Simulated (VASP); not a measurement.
Consider the following.

```yaml
crystal:
  lattice:
    - [3.97210, 0.00000, 0.00000]
    - [0.00000, 3.97210, 0.00000]
    - [0.00000, 0.00000, 3.97210]
  atoms:
    - { symbol: Ba, position: [0.00000, 0.00000, 0.00000] }
    - { symbol: Li, position: [0.50000, 0.50000, 0.50000] }
    - { symbol: F, position: [0.00000, 0.50000, 0.50000] }
    - { symbol: F, position: [0.50000, 0.00000, 0.50000] }
    - { symbol: F, position: [0.50000, 0.50000, 0.00000] }
```

All values below come from PBEsol GGA, VASP's PBE PAW potentials (set 64) (plane waves; VASP). Numerical set-up: 520 eV cut-off, 6×6×6 Γ-centred mesh, tetrahedra with Blöchl corrections, potentials Ba_sv Li_sv F.

Unless said otherwise, spin-orbit coupling is left out, though it shifts the bands of the heavy elements here.

Question: Tabulate the total density of states (states/eV per cell) against energy (eV; zero at the valence-band maximum or, without a gap, the Fermi level).

Answer: 
```json
[
 {"E (eV)": "-9.97", "DOS (states/eV)": "0.00"},
 {"E (eV)": "-9.73", "DOS (states/eV)": "0.00"},
 {"E (eV)": "-9.49", "DOS (states/eV)": "0.00"},
 {"E (eV)": "-9.25", "DOS (states/eV)": "0.00"},
 {"E (eV)": "-9.01", "DOS (states/eV)": "1.76"},
 {"E (eV)": "-8.65", "DOS (states/eV)": "9.25"},
 {"E (eV)": "-8.41", "DOS (states/eV)": "7.83"},
 {"E (eV)": "-8.17", "DOS (states/eV)": "1.51"},
 {"E (eV)": "-7.93", "DOS (states/eV)": "0.00"},
 {"E (eV)": "-7.69", "DOS (states/eV)": "0.00"},
 {"E (eV)": "-7.45", "DOS (states/eV)": "0.00"},
 {"E (eV)": "-7.21", "DOS (states/eV)": "0.00"},
 {"E (eV)": "-6.97", "DOS (states/eV)": "0.00"},
 {"E (eV)": "-6.73", "DOS (states/eV)": "0.00"},
 {"E (eV)": "-6.49", "DOS (states/eV)": "0.00"},
 {"E (eV)": "-6.13", "DOS (states/eV)": "0.00"},
 {"E (eV)": "-5.89", "DOS (states/eV)": "0.00"},
 {"E (eV)": "-5.65", "DOS (states/eV)": "0.00"},
 {"E (eV)": "-5.41", "DOS (states/eV)": "0.00"},
 {"E (eV)": "-5.17", "DOS (states/eV)": "0.00"},
 {"E (eV)": "-4.93", "DOS (states/eV)": "0.00"},
 {"E (eV)": "-4.69", "DOS (states/eV)": "0.00"},
 {"E (eV)": "-4.45", "DOS (states/eV)": "0.00"},
 {"E (eV)": "-4.21", "DOS (states/eV)": "0.00"},
 {"E (eV)": "-3.97", "DOS (states/eV)": "0.00"},
 {"E (eV)": "-3.61", "DOS (states/eV)": "0.00"},
 {"E (eV)": "-3.37", "DOS (states/eV)": "0.00"},
 {"E (eV)": "-3.13", "DOS (states/eV)": "0.00"},
 {"E (eV)": "-2.89", "DOS (states/eV)": "0.00"},
 {"E (eV)": "-2.65", "DOS (states/eV)": "0.13"},
 {"E (eV)": "-2.41", "DOS (states/eV)": "5.18"},
 {"E (eV)": "-2.17", "DOS (states/eV)": "3.04"},
 {"E (eV)": "-1.93", "DOS (states/eV)": "5.71"},
 {"E (eV)": "-1.69", "DOS (states/eV)": "5.86"},
 {"E (eV)": "-1.45", "DOS (states/eV)": "3.00"},
 {"E (eV)": "-1.09", "DOS (states/eV)": "9.63"},
 {"E (eV)": "-0.85", "DOS (states/eV)": "7.81"},
 {"E (eV)": "-0.61", "DOS (states/eV)": "9.18"},
 {"E (eV)": "-0.37", "DOS (states/eV)": "10.4"},
 {"E (eV)": "-0.13", "DOS (states/eV)": "7.63"},
 {"E (eV)": "0.11", "DOS (states/eV)": "0.00"},
 {"E (eV)": "0.35", "DOS (states/eV)": "0.00"},
 {"E (eV)": "0.59", "DOS (states/eV)": "0.00"},
 {"E (eV)": "0.83", "DOS (states/eV)": "0.00"},
 {"E (eV)": "1.07", "DOS (states/eV)": "0.00"},
 {"E (eV)": "1.43", "DOS (states/eV)": "0.00"},
 {"E (eV)": "1.67", "DOS (states/eV)": "0.00"},
 {"E (eV)": "1.91", "DOS (states/eV)": "0.00"},
 {"E (eV)": "2.15", "DOS (states/eV)": "0.00"},
 {"E (eV)": "2.39", "DOS (states/eV)": "0.00"},
 {"E (eV)": "2.63", "DOS (states/eV)": "0.00"},
 {"E (eV)": "2.87", "DOS (states/eV)": "0.00"},
 {"E (eV)": "3.11", "DOS (states/eV)": "0.00"},
 {"E (eV)": "3.35", "DOS (states/eV)": "0.00"},
 {"E (eV)": "3.59", "DOS (states/eV)": "0.00"},
 {"E (eV)": "3.95", "DOS (states/eV)": "0.00"},
 {"E (eV)": "4.19", "DOS (states/eV)": "0.00"},
 {"E (eV)": "4.43", "DOS (states/eV)": "0.00"},
 {"E (eV)": "4.67", "DOS (states/eV)": "0.00"},
 {"E (eV)": "4.91", "DOS (states/eV)": "0.00"},
 {"E (eV)": "5.15", "DOS (states/eV)": "0.00"},
 {"E (eV)": "5.39", "DOS (states/eV)": "0.00"},
 {"E (eV)": "5.63", "DOS (states/eV)": "0.00"},
 {"E (eV)": "5.87", "DOS (states/eV)": "0.00"},
 {"E (eV)": "6.11", "DOS (states/eV)": "0.00"},
 {"E (eV)": "6.47", "DOS (states/eV)": "0.00"},
 {"E (eV)": "6.71", "DOS (states/eV)": "0.04"},
 {"E (eV)": "6.95", "DOS (states/eV)": "0.20"},
 {"E (eV)": "7.19", "DOS (states/eV)": "0.36"},
 {"E (eV)": "7.43", "DOS (states/eV)": "0.52"},
 {"E (eV)": "7.67", "DOS (states/eV)": "0.69"},
 {"E (eV)": "7.91", "DOS (states/eV)": "1.01"},
 {"E (eV)": "8.15", "DOS (states/eV)": "1.49"},
 {"E (eV)": "8.39", "DOS (states/eV)": "1.97"},
 {"E (eV)": "8.63", "DOS (states/eV)": "3.27"},
 {"E (eV)": "8.99", "DOS (states/eV)": "3.03"},
 {"E (eV)": "9.23", "DOS (states/eV)": "3.61"},
 {"E (eV)": "9.47", "DOS (states/eV)": "1.43"},
 {"E (eV)": "9.71", "DOS (states/eV)": "1.85"},
 {"E (eV)": "9.95", "DOS (states/eV)": "3.34"}
]
```
Within 2 eV below the valence-band maximum the largest weight inside VASP's projection spheres is F p.

The structure comes from a computed database's BaLiF3 entry (Pm-3m); how it stands against other phases isn't given here. It was relaxed first.
